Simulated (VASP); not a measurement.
KTaO3 (cubic perovskite): the mBJ gap over mesh and path against the volume, with the cell scaled uniformly; LDA's own equilibrium is at 12.425 Å³/atom. VASP (PAW), 520 eV cut-off, 6×6×6 Γ-centred mesh, Gaussian smearing of 0.050 eV, potentials K_sv Ta_pv O. mBJ is a potential without an energy functional, so only the levels count.  Fit the value as a straight line in ln V.

| V (Å³/atom) | mBJ gap over mesh and path (eV) |
|---|---|
| 11.307 | 3.861 |
| 11.679 | 3.762 |
| 12.052 | 3.663 |
| 12.425 | 3.563 |
| 12.798 | 3.464 |
| 13.17 | 3.364 |

Question: Fit the rows as the text says and predict the value at 10.934.

Answer: The slope against ln V is -3.26 eV, the volume deformation potential of this gap. The line misses the rows by up to 0.005 and gives 3.976 at 10.934. The run gave 3.958, -0.018 from the line.

Left out are failed runs and those whose mesh is unfit for this quantity.

The compound is KTaO3 in the cubic perovskite structure.
